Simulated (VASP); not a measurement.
```
CELL_PARAMETERS angstrom
      0.00000     3.06000     3.06000
      3.06000     0.00000     3.06000
      3.06000     3.06000     0.00000
ATOMIC_POSITIONS crystal
  Pb 0.00000 0.00000 0.00000
  Se 0.50000 0.50000 0.50000
```

These are AM05 GGA, VASP's PBE PAW potentials (set 64) (plane waves; VASP) values and carry that method's errors. Numerical set-up: 520 eV cut-off, 8×8×8 Γ-centred mesh, tetrahedra with Blöchl corrections, potentials Pb_d Se.

Unless said otherwise, spin-orbit coupling is left out, though it shifts the bands of the heavy elements here.

### Question
Tabulate the total density of states (states/eV per cell) against energy (eV; zero at the valence-band maximum or, without a gap, the Fermi level).

### Answer

```
E (eV) | DOS (states/eV)
    -9.96 |  0.00
    -9.36 |  0.00
    -8.76 | ## 0.16
    -8.28 | ############################## 2.41
    -7.68 | ############## 1.08
    -7.08 | ## 0.18
    -6.60 | # 0.05
    -6.00 |  0.00
    -5.40 |  0.00
    -4.80 | # 0.12
    -4.20 | ############# 1.02
    -3.72 | ############ 0.93
    -3.12 | ######################## 1.90
    -2.52 | ######################## 1.95
    -2.04 | ######################### 2.04
    -1.44 | ############# 1.05
    -0.84 | ###################### 1.80
    -0.24 |  0.03
     0.36 |  0.00
     0.84 | # 0.11
     1.44 | ########### 0.88
     2.04 | ################# 1.37
     2.52 | ################ 1.31
     3.12 | ################## 1.43
     3.72 | ###################### 1.78
```
Within 2 eV below the valence-band maximum the largest weight inside VASP's projection spheres is Se p, then Pb s.

The compound is PbSe in the rock salt structure. The cell was not relaxed at this level.
